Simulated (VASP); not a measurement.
The system is Be2CdS3.

```
Be Cd S
1.0
     3.86007    0.00000    0.00000
     0.00000    3.86007    0.00000
     0.00000    0.00000    8.51409
Be Cd S
2 1 3
Direct
  0.50000 0.50000 0.00000
  0.50000 0.50000 0.50000
  0.00000 0.00000 0.00000
  0.00000 0.00000 0.21919
  0.00000 0.00000 0.78081
  0.00000 0.00000 0.50000
```

The cell was built by a generator and needn't be a form met in nature.

| Property | Result |
| --- | --- |
| Program | VASP 6.6.1 |
| Task | relaxation of cell and atoms |
| Functional | PBE |
| Potentials or basis | VASP PAW PBE potentials, release 64 (Be, Cd, S) |
| Cutoff | 520 eV |
| k mesh | 4 × 4 × 2 |
| Occupations | gaussian, width 0.15 eV |
| Spin | no spin polarisation |

At the start: pressure 21.8 GPa; volume 21.14 Å³/atom.

Problem. Where does the relaxation end?

Solution. Over 17 steps the energy falls by 1272.6 meV/atom and the volume is 18.25 Å³/atom (-13.7 %); space group P4/mmm (No. 123, to 0.05 Å).

Step by step:
| step | energy change (eV) | largest force (eV/Å) | pressure (GPa) | volume (Å³) |
| --- | --- | --- | --- | --- |
| 1 | 0.0000 | 15.7970 | 21.77 | 126.86 |
| 2 | -3.5710 | 1.1752 | -6.78 | 173.49 |
| 3 | -5.3154 | 0.3106 | -8.30 | 172.13 |
| 4 | -5.3286 | 0.2856 | -8.32 | 171.06 |
| 5 | -5.8493 | 0.1652 | -8.77 | 150.30 |
| 6 | -6.0892 | 0.0702 | -5.82 | 138.92 |
| 7 | -6.0976 | 0.1506 | -7.08 | 141.64 |
| 8 | -6.1014 | 0.1389 | -6.61 | 140.55 |
| 9 | -6.9323 | 0.1313 | -5.04 | 125.20 |
| 10 | -6.2585 | 0.3343 | 23.71 | 87.05 |
| 11 | -7.3605 | 0.2596 | -1.05 | 112.34 |
| 12 | -7.4137 | 0.2519 | 1.49 | 106.87 |
| 13 | -7.4749 | 0.3571 | 0.77 | 107.96 |
| 14 | -7.6286 | 0.1504 | -0.68 | 110.88 |
| 15 | -7.6303 | 0.0837 | 0.50 | 109.11 |
| 16 | -7.6322 | 0.1078 | -0.02 | 109.85 |
| 17 | -7.6354 | 0.0558 | 0.14 | 109.50 |

Final structure:
```
CELL_PARAMETERS angstrom
3.21418 0.00000 0.00000
0.00000 3.21418 0.00000
0.00000 0.00000 10.59884
ATOMIC_POSITIONS crystal
Be 0.50000 0.50000 0.00000
Be 0.50000 0.50000 0.50000
Cd 0.00000 0.00000 0.00000
S 0.00000 0.00000 0.27188
S 0.00000 0.00000 0.72812
S 0.00000 0.00000 0.50000
```

Caveat: the k mesh is coarse (spacing up to 0.41 Å⁻¹), so the values aren't converged.
